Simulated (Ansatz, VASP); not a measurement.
**Be2N in VASP and in Ansatz**

```xyz
3
Lattice="2.5475 0.0000 0.0000 0.0000 2.5475 0.0000 0.0000 0.0000 5.0714" Properties=species:S:1:pos:R:3 pbc="T T T"
Be    0.0000    0.0000    1.5087
Be    0.0000    0.0000    3.5627
N     0.0000    0.0000    0.0000
```

Alike in both runs: task relaxation of cell and atoms; functional PBE; k mesh 18 × 18 × 10; occupations gaussian, width 0.1 eV; no spin polarisation.

```csv
,VASP,Ansatz
version,VASP 6.6.1,Ansatz 0.2.0
potentials or method,"VASP PAW PBE potentials, release 64 (Be, N)","scalar-relativistic, plane waves, PAW"
plane-wave cutoff (eV),600,420
valence electrons in the cell,9,9
```

|  | VASP | Ansatz | Ansatz less VASP |
| --- | --- | --- | --- |
| gap on the k mesh at the Fermi level, each at its own relaxed structure (eV) | none | none | - |
| relaxed volume (Å³/atom) | 10.77 | 10.79 | +0.020 |
| relaxed cell length with the largest relative difference (Å) | 2.527 | 2.529 | +0.0016 |
| energy change over the relaxation (meV/atom) | -1 | -1 | +0.1 |

A gap of «none» marks a metal or a gap that the smearing closes.
